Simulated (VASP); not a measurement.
Given:

```
CELL_PARAMETERS angstrom
      0.00000     2.97462     2.97462
      2.97462     0.00000     2.97462
      2.97462     2.97462     0.00000
ATOMIC_POSITIONS crystal
  Ag 0.00000 0.00000 0.00000
  Br 0.50000 0.50000 0.50000
```

Method: revPBE GGA, VASP's PBE PAW potentials (set 64) (plane waves; VASP). Run with 520 eV cut-off, Gaussian smearing of 0.050 eV, potentials Ag Br.

**Question.** Estimate the band gap (along the path) with the smallest direct gap where there is one.

**Answer.** 
| Quantity | Result |
|---|---|
| band gap (along the path) | 0.85 eV |
| smallest direct gap (along the path) | 2.41 eV |

The compound is AgBr in the rock salt structure. It was relaxed first, which changed the volume by +10 %.
